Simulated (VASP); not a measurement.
Given:

```
SnC
1.0
    0.00000     2.51622     2.51622
    2.51622     0.00000     2.51622
    2.51622     2.51622     0.00000
Sn C
1 1
Cartesian
  0.00000   0.00000   0.00000
  1.25811   1.25811   1.25811
```

Calculation: PBEsol GGA, VASP's PBE PAW potentials (set 64) (plane waves; VASP). Run with 520 eV cut-off, Gaussian smearing of 0.050 eV, potentials Sn_d C.

Unless said otherwise, spin-orbit coupling is left out, though it shifts the bands of the heavy elements here.

### Question
Give the energies of bands 7 to 11 at the high-symmetry points, in eV from the valence-band maximum.

### Answer

| band | Γ | X | U | L | W |
|---|---|---|---|---|---|
| 7 | 0.00 | -7.43 | -7.20 | -7.68 | -7.17 |
| 8 | 0.00 | -3.09 | -4.67 | -1.21 | -4.21 |
| 9 | 0.00 | -3.09 | -2.55 | -1.21 | -4.01 |
| 10 | 0.78 | 1.20 | 2.51 | 2.17 | 4.26 |
| 11 | 5.92 | 3.32 | 5.23 | 6.45 | 5.61 |

The gap is direct, 0.78 eV, from the valence maximum at Γ to the conduction minimum at Γ.

The structure was generated: SnC was put into the zinc blende type (F-43m), which need not be its known phase. It was relaxed first.
